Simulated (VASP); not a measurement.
Data:

```
CELL_PARAMETERS angstrom
      0.00000     2.30206     2.30206
      2.30206     0.00000     2.30206
      2.30206     2.30206     0.00000
ATOMIC_POSITIONS crystal
  Hf 0.00000 0.00000 0.00000
  C  0.50000 0.50000 0.50000
```

Computed with PBEsol GGA, VASP's PBE PAW potentials (set 64) (plane waves; VASP). Settings: 620 eV cut-off, 14×14×14 Γ-centred mesh, first-order Methfessel-Paxton smearing of 0.10 eV, potentials Hf_pv C.

**Question.** The ions, cell shape and volume at an external pressure of 5.0 GPa are relaxed. Predict the relaxed structure.

**Answer.** 
```
CELL_PARAMETERS angstrom
      0.00000     2.28783     2.28783
      2.28783     0.00000     2.28783
      2.28783     2.28783     0.00000
ATOMIC_POSITIONS crystal
  Hf 0.00000 0.00000 0.00000
  C  0.50000 0.50000 0.50000
```
Space group Fm-3m (225), at a tolerance of 0.03 Å.

**Question.** How do energy and volume change from the first to the last step?

**Answer.** The energy (σ→0) changes by +3.4 meV/atom and the volume by -1.8 %, in 3 ionic steps.

The compound is HfC in the rock salt structure. This run relaxes it under an external pressure of 5 GPa. Symmetry was kept, so distortions that lower it aren't found.
